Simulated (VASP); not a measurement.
Level of theory: PBEsol GGA, VASP's PBE PAW potentials (set 64) (plane waves; VASP).

VASP ran on this input.

### KPOINTS
```
Automatic mesh
0
Gamma
8 8 6
0 0 0
```

INCAR:
```
PREC = Accurate
LREAL = F   ! projection in real space or not
LCHARG = F
ALGO = Normal   ! blocked Davidson
LWAVE = F
SIGMA = 0.05   ! width (eV)
SYSTEM = Li2O
ISMEAR = 0   ! Gaussian
LASPH = T   ! aspherical one-centre terms
EDIFF = 1E-7   ! SCF stop (eV)
ENCUT = 600
GGA = PS   ! PBEsol
NELM = 100
ISIF = 2   ! forces and stress, cell fixed
```

### POSCAR
```
Li2O
1
    3.1240833081     0.0000000770     0.0000000000
   -1.5620410121     2.6655516558     0.0000000000
    0.0000000000     0.0000000000     3.8564068898
O Li
1 2
Direct
  0.0000000000   0.0000000000   0.0000000000
  0.3333330000   0.6666670000   0.1798806118
  0.6666670000   0.3333330000   0.8201193882
```

POTCAR, in this order: O Li_sv (PBE.64 set). Program: vasp_std.

What will the output report for the number of irreducible k-points (NKPTS), number of bands (NBANDS), largest plane-wave count, number of space-group operations, FFT grid (NGX, NGY, NGZ)?

The number of irreducible k-points (NKPTS) is 114 and the number of bands (NBANDS) is 10. The largest plane-wave count comes out as 1088. The number of space-group operations comes out as 4 and the FFT grid (NGX, NGY, NGZ) is 28 × 28 × 32.

The structure was generated: Li2O was put into the CdI2 type (P-3m1), which need not be its known phase. This cell was strained or had an atom moved on purpose.
